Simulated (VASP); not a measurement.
Energy against volume of LiCl (rock salt). Method: vdW-DF2, VASP's PBE PAW potentials (set 64) (plane waves; VASP). Numerical set-up: 520 eV cut-off, 9×9×9 Γ-centred mesh, Gaussian smearing of 0.050 eV, potentials Li_sv Cl.

| V (Å³/atom) | E (eV/atom) |
|---|---|
| 16.393 | -2.62483 |
| 16.916 | -2.63128 |
| 17.439 | -2.63383 |
| 17.963 | -2.63299 |

Fit these four points and predict the energy of the run at 18.486 Å³/atom.

A cubic in V^(−2/3), the third-order Birch-Murnaghan form, passes through the four points with V0 = 17.56 Å³/atom and B0 = 34 GPa, and gives -2.6292 eV/atom there. The run gave -2.6294 eV/atom, -0.2 meV/atom from the fit; all five points give B0 = 33 GPa.

The compound is LiCl in the rock salt structure. It was relaxed first.
